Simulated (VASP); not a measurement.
```xyz
9
Lattice="3.8433 0.0000 0.0000 -1.9216 3.3284 0.0000 0.0000 0.0000 24.4840" Properties=species:S:1:pos:R:3 pbc="T T T"
O      1.9216     1.1095     8.3665
O      0.0000     2.2189    11.4450
O      0.0000     0.0000     9.9174
O      0.0000     0.0000    14.5665
O      1.9216     1.1095    13.0389
O      0.0000     2.2189    16.1174
Ce     0.0000     2.2189     9.1264
Ce     0.0000     0.0000    12.2420
Ce     1.9216     1.1095    15.3575
```

These are r2SCAN meta-GGA, VASP's PBE PAW potentials (set 64) (plane waves; VASP) values and carry that method's errors. Run with PREC = Normal, 450 eV cut-off, 6×6×1 Γ-centred mesh, Gaussian smearing of 0.050 eV, potentials O Ce.

Problem. Estimate the energy per atom (σ→0).

Solution. 
| Property | Value |
|---|---|
| energy per atom (σ→0) | -17861 meV/atom |

Only differences to runs with the same potentials and settings are physical.

The cell is a thin slab with vacuum, built from CeO2 (fluorite): (111) face. The run is not spin-polarised, so no magnetic state was tried.
